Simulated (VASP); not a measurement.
Crystal: Ag.

```
Ag
1.0
     0.00000    2.04275    2.04275
     2.04275    0.00000    2.04275
     2.04275    2.04275    0.00000
Ag
1
Direct
  0.00000 0.00000 0.00000
```

```yaml
Program: VASP 6.6.1
Task: relaxation of cell and atoms
Functional: RPBE
Potentials_or_basis: VASP PAW PBE potentials, release 64 (Ag)
Cutoff: 600 eV
k_mesh: 16 × 16 × 16
Occupations: methfessel-paxton, width 0.1 eV
Spin: no spin polarisation
```

At the start: pressure 8.7 GPa; volume 17.05 Å³/atom.

**Question.** Where does the relaxation end?

**Answer.** Over 3 steps the energy falls by 39.4 meV/atom and the volume is 18.66 Å³/atom (+9.4 %); space group Fm-3m (No. 225, to 0.05 Å).

The path:
```tsv
step	energy change (eV)	largest force (eV/Å)	pressure (GPa)	volume (Å³)
1	0.0000	0.0000	8.67	17.05
2	-0.0330	0.0000	-2.59	19.43
3	-0.0394	0.0000	0.06	18.66
```

Final structure:
```
Ag
1.0
     0.00000    2.10516    2.10516
     2.10516    0.00000    2.10516
     2.10516    2.10516    0.00000
Ag
1
Direct
  0.00000 0.00000 0.00000
```

Caveat: the PAW data sets were made with another functional, which shifts forces and pressure a little.
